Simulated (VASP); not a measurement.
Runs of VASP 6.6.1 on Cl2. The cell holds a molecule in a box, 2 atoms: a = 12.000 Å, b = 12.500 Å, c = 13.000 Å, α = 90.00°, β = 90.00°, γ = 90.00°. 

```tsv
task	level	potentials or basis	cell	cutoff (eV)	grid for exact exchange (PRECFOCK)	exchange at q = 0	screening parameter	gap on the mesh (eV)	largest force (eV/Å)
single point	PBEsol	VASP PAW PBE potentials, release 64 (Cl)	as given	450	-	-	-	3.03	0.26
single point	PBE	VASP PAW PBE potentials, release 64 (Cl)	as given	300	-	-	-	3.06	0.01
single point	LDA	VASP PAW LDA potentials, release 64 (Cl)	as given	450	-	-	-	2.94	0.44
single point	PBE0	VASP PAW PBE potentials, release 64 (Cl)	as given	450	Fast	truncated	-	(a)	0.57
single point	r2SCAN	VASP PAW PBE potentials, release 64 (Cl)	as given	450	-	-	-	3.46	0.27
single point	HSE06	VASP PAW PBE potentials, release 64 (Cl)	as given	450	Fast	-	0.2 1/A	(b)	0.56
single point	PBEsol	VASP PAW PBE potentials, release 64 (Cl)	as given	600	-	-	-	3.03	0.26
single point	PBEsol	VASP PAW PBE potentials, release 64 (Cl)	as given	300	-	-	-	3.03	0.25
relaxation of the atoms	PBE	VASP PAW PBE potentials, release 64 (Cl)	atoms relaxed	600	-	-	-	3.06	-
single point	PBE	VASP PAW PBE potentials, release 64 (Cl)	as given	600	-	-	-	3.06	-
single point	PBE	VASP PAW PBE potentials, release 64 (Cl)	as given	450	-	-	-	3.06	-
```

Alike in all rows: no spin polarisation; k mesh 1 × 1 × 1; smearing gaussian 0.01 eV.

Fill in the values left out.

(a) 5.55; (b) 4.79.

Caveats: the PAW data sets were made with another functional, which shifts forces and pressure a little (some runs).

